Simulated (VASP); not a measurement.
A run of VASP 6.6.1:

Contents of INCAR:

```
ALGO     = Normal         # electronic algorithm
EDIFF    = 1E-7           # SCF threshold, eV
ENCUT    = 520            # plane-wave cutoff, eV
GGA      = PE             # functional
ISIF     = 2              # what is computed and relaxed
ISMEAR   = -1             # smearing method
KPAR     = 4            
LASPH    = T              # aspherical terms in the spheres
LCHARG   = F              # write CHGCAR
LMAXMIX  = 4              # l up to which the mixer works
LREAL    = F              # projectors in reciprocal space
LWAVE    = F              # write WAVECAR
NBANDS   = 63             # bands
NELM     = 80             # most SCF steps
PREC     = Accurate       # precision mode
SIGMA    = 0.05           # smearing width, eV
```

The input KPOINTS:

```
k-points
0
Gamma
  6 6 4
```

The input POSCAR:

```
HfIn4SiO6
1.0
    2.7160300000     -4.7033200000      0.0044800000
    2.7160300000      4.7033200000      0.0044800000
   -1.8630900000      0.0000000000      7.4041500000
Hf In Si O
1 4 1 6
Direct
    0.2048000000      0.7952000000      0.0000000000
    0.3713900000      0.6286100000      0.5000000000
    0.5381200000      0.4618800000      0.0000000000
    0.0350000000      0.9650000000      0.5000000000
    0.7090700000      0.2909300000      0.5000000000
    0.8714600000      0.1285400000      0.0000000000
    0.1074100000      0.0691800000      0.8666700000
    0.9308200000      0.8925900000      0.1333300000
    0.8397500000      0.3782000000      0.8666900000
    0.6218000000      0.1602500000      0.1333100000
    0.1981300000      0.4689100000      0.1333800000
    0.5310900000      0.8018700000      0.8666200000
```

The input KPOINTS_OPT:

```
path GYFHZIF1,H1Y1XGN,MG
15
line-mode
reciprocal
 0.0000000000  0.0000000000  0.0000000000  G
-0.3333683603 -0.3333683603  0.0568123951  Y

-0.3333683603 -0.3333683603  0.0568123951  Y
-0.3635703138 -0.3635703138  0.4070283114  F

-0.3635703138 -0.3635703138  0.4070283114  F
-0.3031664068 -0.3031664068  0.7065964788  H

-0.3031664068 -0.3031664068  0.7065964788  H
 0.0000000000  0.0000000000  0.5000000000  Z

 0.0000000000  0.0000000000  0.5000000000  Z
-0.5000000000  0.5000000000  0.5000000000  I

-0.5000000000  0.5000000000  0.5000000000  I
-0.6364296862  0.3635703138  0.5929716886  F1

-0.6968335932  0.3031664068  0.2934035212  H1
-0.6666316397  0.3333683603 -0.0568123951  Y1

-0.6666316397  0.3333683603 -0.0568123951  Y1
-0.5000000000  0.5000000000  0.0000000000  X

-0.5000000000  0.5000000000  0.0000000000  X
 0.0000000000  0.0000000000  0.0000000000  G

 0.0000000000  0.0000000000  0.0000000000  G
-0.5000000000  0.0000000000  0.0000000000  N

-0.5000000000  0.0000000000  0.5000000000  M
 0.0000000000  0.0000000000  0.0000000000  G
```

Potentials or basis: VASP PAW PBE potentials, release 64 (Hf_pv, In_d, Si, O).

Command:

```bash
$ cat potpaw_PBE.64/Hf_pv/POTCAR potpaw_PBE.64/In_d/POTCAR potpaw_PBE.64/Si/POTCAR potpaw_PBE.64/O/POTCAR > POTCAR
$ mpirun -np 4 vasp_std > vasp.out
```

Hardware: 4 MPI ranks on Intel(R) Xeon(R) Platinum 8488C (Sapphire Rapids) (shared host).

How long does it take, and how much memory?

It took 10 min on 4 MPI ranks on Intel(R) Xeon(R) Platinum 8488C (Sapphire Rapids), on a shared host, peak memory 0.85 GiB a rank. Counts: scf iterations 64, k points 47.
